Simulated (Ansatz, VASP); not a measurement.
**One calculation of HfTa4F, two programs**

```
CELL_PARAMETERS angstrom
4.78225 0.00000 0.00000
-2.39112 4.14155 0.00000
0.00000 0.00000 5.59478
ATOMIC_POSITIONS crystal
Hf 0.00000 0.00000 0.50000
Ta 0.33333 0.66667 0.74590
Ta 0.33333 0.66667 0.25410
Ta 0.66667 0.33333 0.25410
Ta 0.66667 0.33333 0.74590
F 0.00000 0.00000 0.00000
```

Alike in both runs: functional PBE; k mesh 6 × 6 × 2; occupations gaussian, width 0.1 eV; no spin polarisation.

Ansatz relaxed the structure, and its values are those at the end. VASP's run is a single point on that final structure, the one shown.

|  | VASP | Ansatz |
| --- | --- | --- |
| version | VASP 6.6.1 | Ansatz 0.2.0 |
| potentials or method | VASP PAW PBE potentials, release 64 (Hf_pv, Ta_pv, F) | scalar-relativistic, plane waves, PAW |
| plane-wave cutoff (eV) | 520 | 420 |
| valence electrons in the cell | 61 | 85 |

VASP gave:

```
gap on the k mesh at the Fermi level (eV) : none
pressure (GPa)                            : -0.1
```

Task: What did Ansatz give for the same quantities?

Result: gap on the k mesh at the Fermi level (eV): none; pressure (GPa): 0.0.

A gap of «none» marks a metal or a gap that the smearing closes. The two sets of potentials don't hold the same shells in valence.

Caveats: the k mesh is coarse (spacing up to 0.56 Å⁻¹), so the values aren't converged; an odd number of electrons without spin polarisation forces a metal; a magnetic or distorted state may lie lower. The runs have no spin-orbit coupling, so splittings on Hf, Ta are missing.
